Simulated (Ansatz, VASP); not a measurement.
**Mg35Pd: VASP beside Ansatz**

Aim: how closely do two programs agree when they are given the same cell, functional and k mesh? The structure shown is the end of the VASP relaxation below.

Main program and level: Ansatz 0.2.0; plane waves, with VASP 6.6.1 beside it; single point at PBEsol.

**1. Set-up**

The cell holds 36 atoms: 1 Pd and 35 Mg. Cell: a = 9.551 Å, b = 9.551 Å, c = 10.221 Å, α = 90.0°, β = 90.0°, γ = 120.0°. It derives from Mg. Nearest the centre at fractional (0.000, 0.000, 0.000): Pd1 at 0.00 Å, Mg23 at 3.02 Å, Mg24 at 3.02 Å, Mg35 at 3.02 Å, Mg36 at 3.02 Å, Mg19 at 3.02 Å, Mg20 at 3.02 Å, Mg7 at 3.07 Å.

**2. VASP: relaxation, PBEsol**

This run makes the geometry at which the two programs are then compared.

Lines of VASP's logs that name or quote its potential files are left out, and so is its time.

Contents of INCAR:

```
SYSTEM = Mg35Pd
PREC = Normal
ENCUT = 300
EDIFF = 1E-05
NELM = 120
ISMEAR = 1
SIGMA = 0.2
LREAL = Auto
ALGO = Fast
GGA = PS
NBANDS = 68
LASPH = .TRUE.
LORBIT = 11
LWAVE = .FALSE.
LCHARG = .TRUE.
KPAR = 4
IBRION = 2
NSW = 50
ISIF = 2
EDIFFG = -0.03
POTIM = 0.4
MAXMIX = 40
ISYM = 2
```

Contents of POSCAR:

```
Mg35Pd
1.0
    9.5507405628      0.0000000000      0.0000000000
   -4.7753702814      8.2711839522      0.0000000000
    0.0000000000      0.0000000000     10.2209445440
Pd Mg
1 35
Direct
    0.0000000000      0.0000000000      0.0000000000
    0.0000000000      0.0000000000      0.5000000000
    0.0000000000      0.3333333300      0.0000000000
    0.0000000000      0.3333333300      0.5000000000
    0.0000000000      0.6666666700      0.0000000000
    0.0000000000      0.6666666700      0.5000000000
    0.3333333300      0.0000000000      0.0000000000
    0.3333333300      0.0000000000      0.5000000000
    0.3333333300      0.3333333300      0.0000000000
    0.3333333300      0.3333333300      0.5000000000
    0.3333333300      0.6666666700      0.0000000000
    0.3333333300      0.6666666700      0.5000000000
    0.6666666700      0.0000000000      0.0000000000
    0.6666666700      0.0000000000      0.5000000000
    0.6666666700      0.3333333300      0.0000000000
    0.6666666700      0.3333333300      0.5000000000
    0.6666666700      0.6666666700      0.0000000000
    0.6666666700      0.6666666700      0.5000000000
    0.1111111100      0.2222222200      0.2500000000
    0.1111111100      0.2222222200      0.7500000000
    0.1111111100      0.5555555600      0.2500000000
    0.1111111100      0.5555555600      0.7500000000
    0.1111111100      0.8888888900      0.2500000000
    0.1111111100      0.8888888900      0.7500000000
    0.4444444400      0.2222222200      0.2500000000
    0.4444444400      0.2222222200      0.7500000000
    0.4444444400      0.5555555600      0.2500000000
    0.4444444400      0.5555555600      0.7500000000
    0.4444444400      0.8888888900      0.2500000000
    0.4444444400      0.8888888900      0.7500000000
    0.7777777800      0.2222222200      0.2500000000
    0.7777777800      0.2222222200      0.7500000000
    0.7777777800      0.5555555600      0.2500000000
    0.7777777800      0.5555555600      0.7500000000
    0.7777777800      0.8888888900      0.2500000000
    0.7777777800      0.8888888900      0.7500000000
```

Contents of KPOINTS:

```
Automatic mesh
0
Gamma
4 4 4
0 0 0
```

The projector-augmented-wave data sets are Pd and Mg (PBE family, release 64).

The run is started by

```console
$ mpirun -np 4 vasp_std
```

Numbers of over 12 decimals in the logs are rounded to 6 here.

Output:

```text
[banner, memory and clock lines left out]
running    4 mpi-ranks, on    1 nodes
[...]
|                                                                             |
|               ----> ADVICE to this user running VASP <----                  |
|                                                                             |
|     You enforced a specific xc type in the INCAR file but a different       |
|     [... a line on the potential file left out ...]
|     I HOPE YOU KNOW WHAT YOU ARE DOING!                                     |
|                                                                             |

 LDA part: xc-table for (Slater+PW92), standard interpolation
 POSCAR, INCAR and KPOINTS ok, starting setup
[...]
entering main loop
       N       E                     dE             d eps       ncg     rms          rms(c)
DAV:   1     0.670728681912E+02    0.67073E+02   -0.16835E+04  1632   0.557E+02
DAV:   2    -0.583475497345E+02   -0.12542E+03   -0.10984E+03  1976   0.863E+01
DAV:   3    -0.674934024074E+02   -0.91459E+01   -0.88401E+01  2016   0.189E+01
DAV:   4    -0.676446259375E+02   -0.15122E+00   -0.15074E+00  1940   0.271E+00
[...]
RMM:  10    -0.669863016035E+02    0.37103E-03   -0.16048E-03  1634   0.967E-02    0.683E-02
RMM:  11    -0.669862397883E+02    0.61815E-04   -0.36556E-04  1636   0.534E-02    0.164E-02
RMM:  12    -0.669862466408E+02   -0.68525E-05   -0.63041E-05  1444   0.182E-02
   1 F= -.66986247E+02 E0= -.66975136E+02  d E =-.669862E+02
[... from here on, the cycles between the ionic steps are left out ...]
   2 F= -.67056628E+02 E0= -.67044846E+02  d E =-.703817E-01
   3 F= -.67205982E+02 E0= -.67192362E+02  d E =-.219735E+00
   4 F= -.67216829E+02 E0= -.67201647E+02  d E =-.230582E+00
   5 F= -.67261134E+02 E0= -.67246249E+02  d E =-.274887E+00
   6 F= -.67261184E+02 E0= -.67246263E+02  d E =-.274937E+00
   7 F= -.67267849E+02 E0= -.67252795E+02  d E =-.666536E-02
   8 F= -.67274036E+02 E0= -.67258703E+02  d E =-.128526E-01
[...]
reached required accuracy - stopping structural energy minimisation
```

OUTCAR, selected parts (step 2):

```text
  Total       -4.1325520     -4.1325520     -6.1261879      0.0000000      0.0000000     -0.0000000
  in kB       -8.2003644     -8.2003644    -12.1564043      0.0000000      0.0000000     -0.0000000
  external PRESSURE =      -9.5190444 kB  Pullay stress =       0.0000000 kB

 POSITION                                       TOTAL-FORCE (eV/Angst)
 -----------------------------------------------------------------------------------
      0.00000      0.00000      0.00000         0.000000     -0.000000      0.000000
      0.00000      0.00000      5.11047         0.000000     -0.000000      0.000000
      7.99192      2.64912      0.00000         0.000955      0.013330      0.000000
     -1.57553      2.74771      5.11047         0.002843      0.012577     -0.000000
      6.29016      5.59665      0.00000         0.012022     -0.005838      0.000000
     -3.18355      5.53288      5.11047         0.012313     -0.003826      0.000000
      3.07361      0.02542      0.00000         0.011067     -0.007492      0.000000
     -1.60802      8.26178      5.11047         0.009470     -0.008751      0.000000
      1.55882      2.64912      0.00000        -0.000955      0.013330      0.000000
      1.57553      2.74771      5.11047        -0.002843      0.012577     -0.000000
     -0.00000      5.51412      0.00000         0.000000     -0.000000      0.000000
     -0.00000      5.51412      5.11047         0.000000     -0.000000      0.000000
      6.47713      0.02542      0.00000        -0.011067     -0.007492      0.000000
      1.60802      8.26178      5.11047        -0.009470     -0.008751     -0.000000
[...]
-----------------------------------------------------------------------------------
    total drift:                               -0.000049      0.000028     -0.000000

  FREE ENERGIE OF THE ION-ELECTRON SYSTEM (eV)
  ---------------------------------------------------
  free  energy   TOTEN  =       -67.2740363040 eV

  energy  without entropy=      -67.2280375794  energy(sigma->0) =      -67.25870340

 reached required accuracy - stopping structural energy minimisation

[... 2 further parts left out ...]
[key lines of the parts left out:]
E-fermi :   2.7417
```

**3. Ansatz: single point, PBEsol**

Ansatz runs on its default PAW (the set named soft_2) files.

The same cell, functional, mesh and smearing now go to Ansatz, which takes its cutoff from its data sets.

Contents of input.yaml:

```yaml
crystal:
  lattice:
    - [9.55074056, 0.0, 0.0]
    - [-4.77537028, 8.27118395, 0.0]
    - [0.0, 0.0, 10.22094454]
  atoms:
    - { symbol: Pd, position: [0.0, 0.0, 0.0] }
    - { symbol: Mg, position: [0.0, 0.0, 0.5] }
    - { symbol: Mg, position: [0.99692658, 0.32028247, 0.0] }
    - { symbol: Mg, position: [0.00113752, 0.33220294, 0.5] }
    - { symbol: Mg, position: [0.99692658, 0.67664411, 0.0] }
    - { symbol: Mg, position: [0.00113752, 0.66893458, 0.5] }
    - { symbol: Mg, position: [0.32335589, 0.00307342, 0.0] }
    - { symbol: Mg, position: [0.33106542, 0.99886248, 0.5] }
    - { symbol: Mg, position: [0.32335589, 0.32028247, 0.0] }
    - { symbol: Mg, position: [0.33106542, 0.33220294, 0.5] }
    - { symbol: Mg, position: [0.33333333, 0.66666667, 0.0] }
    - { symbol: Mg, position: [0.33333333, 0.66666667, 0.5] }
    - { symbol: Mg, position: [0.67971753, 0.00307342, 0.0] }
    - { symbol: Mg, position: [0.66779706, 0.99886248, 0.5] }
    - { symbol: Mg, position: [0.66666667, 0.33333333, 0.0] }
    - { symbol: Mg, position: [0.66666667, 0.33333333, 0.5] }
    - { symbol: Mg, position: [0.67971753, 0.67664411, 0.0] }
    - { symbol: Mg, position: [0.66779706, 0.66893458, 0.5] }
    - { symbol: Mg, position: [0.10667325, 0.21334651, 0.2403372] }
    - { symbol: Mg, position: [0.10667325, 0.21334651, 0.7596628] }
    - { symbol: Mg, position: [0.11056791, 0.55528396, 0.24845135] }
    - { symbol: Mg, position: [0.11056791, 0.55528396, 0.75154865] }
    - { symbol: Mg, position: [0.10667325, 0.89332675, 0.2403372] }
    - { symbol: Mg, position: [0.10667325, 0.89332675, 0.7596628] }
    - { symbol: Mg, position: [0.44622624, 0.22311312, 0.25169558] }
    - { symbol: Mg, position: [0.44622624, 0.22311312, 0.74830442] }
    - { symbol: Mg, position: [0.44471604, 0.55528396, 0.24845135] }
    - { symbol: Mg, position: [0.44471604, 0.55528396, 0.75154865] }
    - { symbol: Mg, position: [0.44471604, 0.88943209, 0.24845135] }
    - { symbol: Mg, position: [0.44471604, 0.88943209, 0.75154865] }
    - { symbol: Mg, position: [0.77688688, 0.22311312, 0.25169558] }
    - { symbol: Mg, position: [0.77688688, 0.22311312, 0.74830442] }
    - { symbol: Mg, position: [0.77688688, 0.55377376, 0.25169558] }
    - { symbol: Mg, position: [0.77688688, 0.55377376, 0.74830442] }
    - { symbol: Mg, position: [0.78665349, 0.89332675, 0.2403372] }
    - { symbol: Mg, position: [0.78665349, 0.89332675, 0.7596628] }
hamiltonian:
  xc: pbesol
  pseudopotentials: { kind: paw }
kpoints:
  mp_grid: { grid: [4, 4, 4] }
scf:
  occupations: { method: methfessel_paxton, width: 0.2 }
  n_extra_bands: 13
output:
  forces: true
  eigenvalues: true
  write_density: true
  write_potential: true
  elf: true
  volumetric_format: npy
```

The run is started by

```console
$ ansatz run input.yaml --threads 8 --pin off --max-ram 18432MiB --backend cpu --events-out ev --progress --plain --runs-dir out
```

Output:

```text
scf.n_extra_bands = 13 over 184 filled bands (N_el = 368.0): the run solves 197 bands
Engine: ansatz 0.2.0, aarch64-unknown-linux-gnu
Pseudopotentials: kind: paw
Pseudopotential: Pd, paw, valence charge 18, recommended cutoff 420 eV (normal), Pd.paw.azcp
Pseudopotential: Mg, paw, valence charge 10, recommended cutoff 420 eV (normal), Mg.paw.azcp
Functional definition: PBEsol
  exchange = pbesol_x
  correlation = pbesol_c
Crystal: 36 atoms, lattice volume = 807.413 Å³
Basis set: ecut = 420 eV, 15731 PW (Γ), exchange–correlation on 128×128×144 points (8 copies of the dense FFT grid, shifted against one another)
Bands: 197, of which v1, the nominal top of the filled ones, is band 184 counted from 1 (183 counted from 0)
Symmetry: 12 space group operations
Space group: P-6m2 (ITA 187), of the structure as read, at distance tolerance 9.3e-5 Å
k-points: 12 of 64 (time reversal used)
Non-local potential: Pd, projectors of the file, l = 0: 2, l = 1: 2, l = 2: 2, l = 3: 1
Non-local potential: Mg, projectors of the file, l = 0: 3, l = 1: 2, l = 2: 1
PAW form: soft (Blöchl's): semilocal exchange-correlation on the pseudo side does not see the compensation charge
PAW frozen core: Pd, regenerated for the run's functional, and the local potential with it (the file was generated under x = pbe(κ = 0.804, μ = 0.219515), c = pbe(β = 0.066725))
PAW frozen core: Mg, regenerated for the run's functional, and the local potential with it (the file was generated under x = pbe(κ = 0.804, μ = 0.219515), c = pbe(β = 0.066725))
PAW one-centre angular grid: Pd, 590 points (default); XC on 64 Gauss nodes
PAW one-centre angular grid: Mg, 110 points (default); XC on 64 Gauss nodes
Initial density: superposition of atomic densities (neutral atoms: chi_scale 0, normalization atom), corrected by the library's trained network
Initial wavefunctions: pseudopotential atomic-orbital guess
Functional: x = pbesol(κ = 0.804, μ = 0.123457), c = pbesol(β = 0.046)
SCF iter   1: F=—  HF=-73829.443977 eV  |F-HF|=—  |Δ(HF+E_count)|=         —  Δρ=3.72e-3  dr2=1.62e-1  ethr=1.77e-3  ⟨swp⟩=5.1  Hψ=8062  notcnv=0
preconditioner: auto → Kerker (q_TF=auto, 2.393 Å⁻¹)  [metal: Δε(μ)=0.011 eV  Ē_g=3.593 eV  σ=0.200 eV  W_gap=0.05  n_scr=210 (ndim 8)  ℏωp=11.7 eV  f_vac=0.000  D(μ)=19.89/eV (n_scr^D=144)]
SCF iter   2: F=—  HF=-73829.418507 eV  |F-HF|=—  |Δ(HF+E_count)|=   2.55e-2  S|Δr|=    0.00e0  Δρ=1.83e-3  dr2=3.23e-2  ethr=4.40e-5  ⟨swp⟩=2.1  Hψ=5141  notcnv=0
SCF iter   3: F=—  HF=-73829.413907 eV  |F-HF|=—  |Δ(HF+E_count)|=   4.60e-3  S|Δr|=    0.00e0  Δρ=7.17e-4  dr2=7.97e-3  ethr=8.77e-6  ⟨swp⟩=2.0  Hψ=4566  notcnv=0
SCF iter   4: F=—  HF=-73829.412963 eV  |F-HF|=—  |Δ(HF+E_count)|=   9.44e-4  S|Δr|=    0.00e0  Δρ=3.24e-4  dr2=1.89e-3  ethr=2.17e-6  ⟨swp⟩=1.8  Hψ=2517  notcnv=0
SCF iter   5: F=—  HF=-73829.412647 eV  |F-HF|=—  |Δ(HF+E_count)|=   3.16e-4  S|Δr|=    0.00e0  Δρ=4.70e-5  dr2=4.85e-5  ethr=5.15e-7  ⟨swp⟩=2.0  Hψ=2764  notcnv=0
SCF iter   6: F=—  HF=-73829.412817 eV  |F-HF|=—  |Δ(HF+E_count)|=   1.69e-4  S|Δr|=    0.00e0  Δρ=9.14e-6  dr2=1.32e-6  ethr=1.32e-8  ⟨swp⟩=2.0  Hψ=2865  notcnv=0
SCF iter   7: F=-73829.412816 eV  HF=-73829.412816 eV  |F-HF|=2.15e-8  |Δ(HF+E_count)|=   1.43e-7  S|Δr|=    0.00e0  Δρ=1.58e-6  dr2=3.58e-8  ethr=2.72e-11  ⟨swp⟩=8.4  Hψ=17604  notcnv=0
SCF 1 converged in 7 iterations: F = -73829.412816 eV  dr2 = 3.58e-8
  greatest PAW one-centre occupation: 1.000 electrons in one spin orbital (limit 2), on the Mg atom at site 33 (counted from 0), in its partial waves of l = 0
SCF converged after 7 iterations
Stability not checked: this state was not tested for a lower state beside it, because cold or Methfessel-Paxton smearing, or corrected tetrahedra, fill the levels in a way that the test cannot read (fill_not_monotonic; see scf.lower_state_search)
Free energy (F): -73829.412816 eV
Harris-Foulkes:  -73829.412816 eV  (|F-HF|=2.15e-8)
Internal energy: -73829.366621 eV  (E = F + TS)
E sigma→0 (E₀):  -73829.401268 eV
Entropy (-TS):   -0.046195 eV (-1.283 meV/atom)
Fermi energy:    5.924896 eV
--- Per-component energies (eV) ---
  E_band       = -12729.377921
  E_kinetic    = 3134.964234
  E_local      = -59704.731302  (includes V_loc(G=0)·N_el)
  E_nonlocal   = 3590.483407
  E_hartree    = 21503.963833
  E_xc         = -1152.394944
  E_vxc        = -1487.788962  (∫ρ·V_xc dr)
  E_paw        = -13529.219208  (= ΣΔE_a)
  E_vpaw       = -1270.227575  (= ΣTr[D̂ρ^β])
  E_aug_tail   = 0.000117  (compensation charges beyond the density's cutoff)
  E_ewald      = -27674.795462
  E_core_change = 2.362704  (= ΣΔE_core)
  E_smearing   = -0.046195  (= −TS)
  E_closure    = 0.000000  (closes the sum)
  Σ components = -73829.412816   (vs F -73829.412816, Δ=0.00e0)
--- Forces (eV/Å), atoms counted from 1 ---
  atom   1  Pd    -0.00000000     0.00000000    -0.00000000
  atom   2  Mg    -0.00000000    -0.00000000    -0.00000000
  atom   3  Mg     0.00128021     0.01214531    -0.00000000
  atom   4  Mg     0.00300969     0.01206022    -0.00000000
  atom   5  Mg     0.01115826    -0.00496396    -0.00000000
  atom   6  Mg     0.01194930    -0.00342364    -0.00000000
  atom   7  Mg     0.00987804    -0.00718135    -0.00000000
  atom   8  Mg     0.00893961    -0.00863658    -0.00000000
  atom   9  Mg    -0.00128021     0.01214531    -0.00000000
  atom  10  Mg    -0.00300969     0.01206022    -0.00000000
  atom  11  Mg     0.00000000     0.00000000     0.00000000
  atom  12  Mg    -0.00000000    -0.00000000    -0.00000000
  atom  13  Mg    -0.00987804    -0.00718135    -0.00000000
  atom  14  Mg    -0.00893961    -0.00863658    -0.00000000
  atom  15  Mg     0.00000000    -0.00000000    -0.00000000
  atom  16  Mg    -0.00000000    -0.00000000    -0.00000000
  atom  17  Mg    -0.01115826    -0.00496396     0.00000000
  atom  18  Mg    -0.01194930    -0.00342364    -0.00000000
  atom  19  Mg     0.00000000     0.01704060    -0.01054312
  atom  20  Mg     0.00000000     0.01704060     0.01054312
  atom  21  Mg    -0.00315806    -0.00182331    -0.01370785
  atom  22  Mg    -0.00315806    -0.00182331     0.01370785
  atom  23  Mg     0.01475759    -0.00852030    -0.01054312
  atom  24  Mg     0.01475759    -0.00852030     0.01054312
[...]
atom  29  Mg     0.00000000     0.00364661    -0.01370785
  atom  30  Mg     0.00000000     0.00364661     0.01370785
  atom  31  Mg     0.00045672    -0.00026369     0.01481395
  atom  32  Mg     0.00045672    -0.00026369    -0.01481395
  atom  33  Mg    -0.00000000     0.00052737     0.01481395
  atom  34  Mg    -0.00000000     0.00052737    -0.01481395
  atom  35  Mg    -0.01475759    -0.00852030    -0.01054312
  atom  36  Mg    -0.01475759    -0.00852030     0.01054312
  max |Σ_I F_I| component: 1.04e-17 eV/Å
--- Band table (eV; the first three rows and the last of 12) ---
  k-point 0: bands = [... 180 lower, 6.3228, 6.3228, 6.3458, 6.3823, 6.3823, 6.4806, 6.4820, 6.4820, ... 9 higher]
  k-point 1: bands = [... 180 lower, 5.5681, 5.5681, 5.5879, 5.9516, 6.0062, 6.1227, 6.1227, 6.1915, ... 9 higher]
  k-point 2: bands = [... 180 lower, 5.6755, 5.7000, 5.7000, 5.7095, 5.7619, 5.7619, 5.7861, 5.9479, ... 9 higher]
  k-point 11: bands = [... 180 lower, 5.0300, 5.1280, 5.1858, 5.6858, 5.7202, 6.3656, 6.4152, 6.4472, ... 9 higher]
```

The job ended after 56 s (8 threads of Arm Neoverse N1, shared host; peak memory 6 GiB).

**4. Differences**

Known differences besides the PAW data sets themselves: the data sets hold 368 valence electrons in Ansatz (default PAW (the set named soft_2) files) and 80 in VASP; the cutoff is 420 eV in Ansatz and 300 eV in VASP (PREC = Normal, projectors in real space); Ansatz makes its cores anew for this functional, VASP keeps those of its PBE data sets. Total energies have different zeros and are not compared.

**5. Summary of results**

```json
{"r.m.s. force difference (single point, PBEsol)": "0.54 meV/Å"}
```

**Reading.** The r.m.s. force difference is 0.54 meV/Å (single point, PBEsol), within the 12 meV/Å picked in this series as the mark of a large difference. Differences of this kind measure data sets and numerical settings, not the functional's error against experiment.

[Lines on the potential files, build, host, timing and source positions are cut from VASP's logs without a mark.]

[Logs are printed without paths, hosts, clocks, repeated set-up lines and the standing remarks that a program may print on its own settings, such as how far it seeks lower states.]

[Hosts, paths, dates, database ids (printed as entryN), source tags and the programs' standing remarks are cut or masked in the printed files.]
